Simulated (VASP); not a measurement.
Data:

```
CELL_PARAMETERS angstrom
      0.00000     3.28142     3.28142
      3.28142     0.00000     3.28142
      3.28142     3.28142     0.00000
ATOMIC_POSITIONS crystal
  Cd 0.00000 0.00000 0.00000
  Te 0.25000 0.25000 0.25000
```

These are PBEsol GGA, VASP's PBE PAW potentials (set 64) (plane waves; VASP 6.6.1) values and carry that method's errors. Run with 520 eV cut-off, 7×7×7 Γ-centred mesh, Gaussian smearing of 0.050 eV, potentials Cd Te.

Problem. Give the stress tensor in GPa (positive for a compressed cell).

Solution. 
```
-1.15   0.00   0.00
 0.00  -1.15   0.00
 0.00   0.00  -1.15
```
The pressure is its mean diagonal, -1.15 GPa.

The compound is CdTe in the zinc blende structure. This cell is one point of a volume scan, at 1.03 of the reference volume.
